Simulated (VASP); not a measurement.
Here is a VASP 6.6.1 calculation.

Contents of INCAR:

```
SYSTEM = Al2CdO6
  PREC = Accurate
  ENCUT = 520
  EDIFF = 1E-6
  ISMEAR = 0
  SIGMA = 0.1
  LREAL = .False.
  LASPH = .True.
  NELM = 150
  ALGO = Fast
  ISIF = 2
  LWAVE = .False.
  LCHARG = .True.
  ISPIN = 2
  MAGMOM = 0 0 0 0.65 0.65 0.65 0.65 0.65 0.65
  LORBIT = 11
  GGA = PE
  LELF = .True.
  LVHAR = .True.
  NBANDS = 41
```

File KPOINTS:

```
regular mesh
0
Gamma
  10 10 10
  0 0 0
```

Contents of POSCAR:

```
Al2CdO6
1.0
    0.0000000000      3.7307199893      3.7307199893
    3.7307199893      0.0000000000      3.7307199893
    3.7307199893      3.7307199893      0.0000000000
Al Cd O
2 1 6
Direct
    0.7500000000      0.7500000000      0.7500000000
    0.2500000000      0.2500000000      0.2500000000
    0.0000000000      0.0000000000      0.0000000000
    0.5000000000      0.0000000000      0.0000000000
    0.0000000000      0.5000000000      0.5000000000
    0.0000000000      0.5000000000      0.0000000000
    0.5000000000      0.0000000000      0.5000000000
    0.0000000000      0.0000000000      0.5000000000
    0.5000000000      0.5000000000      0.0000000000
```

Potentials or basis: VASP PAW PBE potentials, release 64 (Al, Cd, O).

Command:

```console
$ cat potpaw_PBE.64/Al/POTCAR potpaw_PBE.64/Cd/POTCAR potpaw_PBE.64/O/POTCAR > POTCAR
$ mpirun -np 1 vasp_std > vasp.out
```

Question: Predict the pressure.

Answer: 0.0 GPa.

Question: Predict the band gap on the k mesh.

Answer: None (metal or under the smearing width).

Question: Estimate the net moment.

Answer: 4.00 μB per cell.

Question: Predict the site moments.

Answer: Al -0.02; Cd -0.02; O +0.58 μB.
